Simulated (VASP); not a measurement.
Calculation: PBE GGA, VASP's PBE PAW potentials (set 64) (plane waves; VASP).

A VASP calculation is set up with these files.

POSCAR:
```
Os
1
    1.3912938242    -2.4097912259     0.0000000000
    1.3912938242     2.4097912259     0.0000000000
    0.0000000000     0.0000000000     4.3845149565
Os
2
Direct
  0.3333330000   0.6666670000   0.2500000000
  0.6666670000   0.3333330000   0.7500000000
```

INCAR:
```
# general
SYSTEM  = Os
PREC    = Accurate
ENCUT   = 520
LREAL   = .FALSE.
LASPH   = .TRUE.

# electronic loop
EDIFF   = 1E-7
NELM    = 100
ALGO    = Normal
LMAXMIX = 6

# smearing
ISMEAR  = 1
SIGMA   = 0.1

# functional
GGA     = PE

# ions
IBRION  = 2
NSW     = 30
ISIF    = 4
EDIFFG  = -0.01

# output
LWAVE   = .FALSE.
LCHARG  = .FALSE.
```

KPOINTS:
```
Automatic mesh
0
Gamma
15 15 9
0 0 0
```

POTCAR, in this order: Os (PBE.64 set). Program: vasp_std.

Unless said otherwise, spin-orbit coupling is left out, though it shifts the bands of the heavy elements here.

Task: What does the run give for the energy per atom (σ→0), band gap (on the k-mesh)?

Result: 
```
Item                                                         Value
------------------------  ----------------------------------------
energy per atom (σ→0)                              -11.237 eV/atom
band gap (on the k-mesh)  none (metal, semimetal or under 0.01 eV)
```

**OSZICAR**
```
...
   2 F= -.22472950E+02 E0= -.22473367E+02  d E =0.113778E-03
       N       E                     dE             d eps       ncg     rms          rms(c)
DAV:   1    -0.224734166068E+02   -0.46692E-03   -0.21076E-02  3308   0.128E+00    0.768E-02
DAV:   2    -0.224732199630E+02    0.19664E-03   -0.22733E-04  3972   0.200E-01    0.388E-02
DAV:   3    -0.224731591834E+02    0.60780E-04   -0.11282E-04  3616   0.905E-02    0.740E-03
DAV:   4    -0.224731594890E+02   -0.30563E-06   -0.72750E-06  3340   0.359E-02    0.371E-03
DAV:   5    -0.224731594022E+02    0.86807E-07   -0.13192E-07  2308   0.378E-03
   3 F= -.22473159E+02 E0= -.22473604E+02  d E =-.959506E-04
```

The compound is Os in the hcp structure. This cell is one point of a volume scan, at 1.03 of the reference volume. Symmetry was kept, so distortions that lower it aren't found.
